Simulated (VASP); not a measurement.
A run of VASP 6.6.1 is set up as follows.

File INCAR:

```
SYSTEM = Ba4Si
PREC = Accurate ; ENCUT = 600
EDIFF = 1E-6 ; ISMEAR = -1
SIGMA = 0.05 ; LREAL = .FALSE.
LASPH = .TRUE. ; NELM = 100
ALGO = Normal ; ISIF = 3
LWAVE = .FALSE. ; LCHARG = .FALSE.
GGA = PE ; LUSE_VDW = .TRUE.
IVDW_NL = 2 ; BPARAM = 10.0
CPARAM = 0.0093 ; IBRION = 2
NSW = 60 ; EDIFFG = -0.02
```

The input KPOINTS:

```
regular mesh
0
G
  4 4 4
  0 0 0
```

Contents of POSCAR:

```
Ba4Si
1.0
   -3.9635100000      3.9635100000      3.9635100000
    3.9635100000     -3.9635100000      3.9635100000
    3.9635100000      3.9635100000     -3.9635100000
Ba Si
4 1
Direct
    0.5000000000      0.5000000000      0.5000000000
    0.5000000000      0.0000000000      0.0000000000
    0.0000000000      0.0000000000      0.5000000000
    0.0000000000      0.5000000000      0.0000000000
    0.0000000000      0.0000000000      0.0000000000
```

Potentials or basis: VASP PAW PBE potentials, release 64 (Ba_sv, Si).

Run with:

```console
$ cat potpaw_PBE.64/Ba_sv/POTCAR potpaw_PBE.64/Si/POTCAR > POTCAR
$ mpirun -np 1 vasp_std > vasp.out
```

Estimate the relaxed cell.

a = 6.825 Å, b = 6.825 Å, c = 6.825 Å, α = 109.47°, β = 109.47°, γ = 109.47°.

Predict the space group after relaxing (to 0.05 Å).

Im-3m (No. 229).

Estimate the band gap on the k mesh.

none (metal or under the smearing width).

The path:
```tsv
step	energy change (eV)	largest force (eV/Å)	pressure (GPa)	volume (Å³)
1	0.0000	0.0000	-0.27	249.06
2	-0.0034	0.0000	-0.08	246.00
3	-0.0038	0.0000	0.00	244.73
```

Caveat: pairwise dispersion overbinds metals, which lowers pressure and volume. Spin-orbit coupling is left out, which matters for the levels of Ba.
